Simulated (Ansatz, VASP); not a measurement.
# WAu: VASP beside Ansatz

```
W Au
1.0
     0.00000    2.90921    2.90921
     2.90921    0.00000    2.90921
     2.90921    2.90921    0.00000
W Au
1 1
Direct
  0.00000 0.00000 0.00000
  0.75000 0.75000 0.75000
```

The cell was built by a generator and needn't be a form met in nature.

Alike in both runs: task band structure; functional PBEsol; k mesh 6 × 6 × 6; occupations fermi-dirac, width 0.05 eV; spin-orbit coupling, no magnetisation.

```csv
,VASP,Ansatz
version,VASP 6.6.1,Ansatz 0.2.0
potentials or method,"VASP PAW PBE potentials, release 64 (W_sv, Au)",Ansatz PAW
plane-wave cutoff (eV),520,420
valence electrons in the cell,25,33
```

```csv
,VASP,Ansatz,Ansatz less VASP
gap on the k mesh at the Fermi level (eV),none,none,-
pressure (GPa),-4.9,-5.3,-0.41
```

A gap of «none» marks a metal or a gap that the smearing closes. The two sets of potentials don't hold the same shells in valence.

Caveats: the PAW data sets were made with another functional, which shifts forces and pressure a little (VASP); the PAW data sets come from PBE, with cores solved anew for the run's functional, which leaves a small shift of forces and pressure (Ansatz).
